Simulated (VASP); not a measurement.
Energy against volume of SrTe (rock salt). Calculation: PBEsol GGA, VASP's PBE PAW potentials (set 64) (plane waves; VASP). Run with 520 eV cut-off, 7×7×7 Γ-centred mesh, Gaussian smearing of 0.050 eV, potentials Sr_sv Te.

```json
[
 {"V (Å³/atom)": "34.027", "E (eV/atom)": "-4.40083"},
 {"V (Å³/atom)": "35.113", "E (eV/atom)": "-4.41311"},
 {"V (Å³/atom)": "36.199", "E (eV/atom)": "-4.41691"},
 {"V (Å³/atom)": "37.285", "E (eV/atom)": "-4.41346"}
]
```

Problem. Fit these four points and predict the energy of the run at 38.371 Å³/atom.

Solution. A cubic in V^(−2/3), the third-order Birch-Murnaghan form, passes through the four points with V0 = 36.20 Å³/atom and B0 = 36 GPa, and gives -4.4038 eV/atom there. The run gave -4.4038 eV/atom, -0.0 meV/atom from the fit; all five points give B0 = 36 GPa.

The compound is SrTe in the rock salt structure. It was relaxed first.
